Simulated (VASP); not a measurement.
**PtF2: single point with PBE+U**

PtF2:

```xyz
3
Lattice="0.0000 2.5526 2.5526 2.5526 0.0000 2.5526 2.5526 2.5526 0.0000" Properties=species:S:1:pos:R:3 pbc="T T T"
Pt    0.0000    0.0000    0.0000
F     1.2763    1.2763    1.2763
F     3.8288    3.8288    3.8288
```

The cell comes from a database or a generator and needn't be the stable form of this composition.

```json
{
 "Program": "VASP 6.6.1",
 "Task": "single point",
 "Functional": "PBE",
 "Potentials or basis": "VASP PAW PBE potentials, release 64 (Pt, F)",
 "Cutoff": "520 eV",
 "k mesh": "6 × 6 × 6",
 "Occupations": "gaussian, width 0.05 eV",
 "Spin": "collinear spin, ferromagnetic start",
 "Starting moments": "[0.5, 0.0, 0.0] μB",
 "Hubbard terms": "Pt d U = 3 eV",
 "Further INCAR settings": "ALGO = Normal; EDIFF = 1e-06; NBANDS = 23"
}
```

```
Pressure                                              : 35.8 GPa
Band gap on the k mesh                                : none (metal or under the smearing width)
Net moment                                            : 2.01 μB per cell
Site moments                                          : Pt +1.59; F +0.22 μB
Valence electrons inside the program's atomic spheres : Pt 8.97; F 6.07
```

Levels at points of the mesh, in eV from the Fermi level:
Spin up:
| k point | band 10 | band 11 | band 12 | band 13 | band 14 | band 15 | band 16 | band 17 |
| --- | --- | --- | --- | --- | --- | --- | --- | --- |
| (0.00, 0.00, 0.00) | -4.07 | -0.76 | -0.76 | -0.76 | -0.06 | 11.09 | 11.09 | 11.09 |
| (0.50, 0.00, 0.00) | -3.90 | -3.68 | -1.14 | -1.14 | 4.74 | 6.26 | 13.91 | 13.91 |
| (0.50, 0.50, 0.00) | -3.58 | -3.57 | -1.89 | -1.89 | 5.85 | 7.95 | 10.05 | 12.96 |
Spin down:
| k point | band 8 | band 9 | band 10 | band 11 | band 12 | band 13 | band 14 | band 15 |
| --- | --- | --- | --- | --- | --- | --- | --- | --- |
| (0.00, 0.00, 0.00) | -5.22 | -3.43 | -3.43 | 0.32 | 1.50 | 1.50 | 1.50 | 11.26 |
| (0.50, 0.00, 0.00) | -6.20 | -2.99 | -2.99 | -0.87 | 0.95 | 0.95 | 5.32 | 6.43 |
| (0.50, 0.50, 0.00) | -4.74 | -2.96 | -2.91 | -1.02 | 0.35 | 0.35 | 6.47 | 8.18 |

Eigenvalues of the final occupation matrices:
| site | spin | trace | eigenvalues |
| --- | --- | --- | --- |
| site 1 d | 1 | 4.93 | 0.95 0.95 1.01 1.01 1.01 |
| site 1 d | 2 | 3.35 | 0.49 0.49 0.49 0.94 0.94 |

Run time: 29 s on 1 thread of AMD EPYC 7R43 64-Core Processor (Zen 3) (shared host), peak memory 0.14 GiB.

Caveat: a pressure of tens of GPa on the cell as given is suspect, and the run, the potentials or the cell itself is likely at fault. The state reached can hang on the start; a lower one may exist.
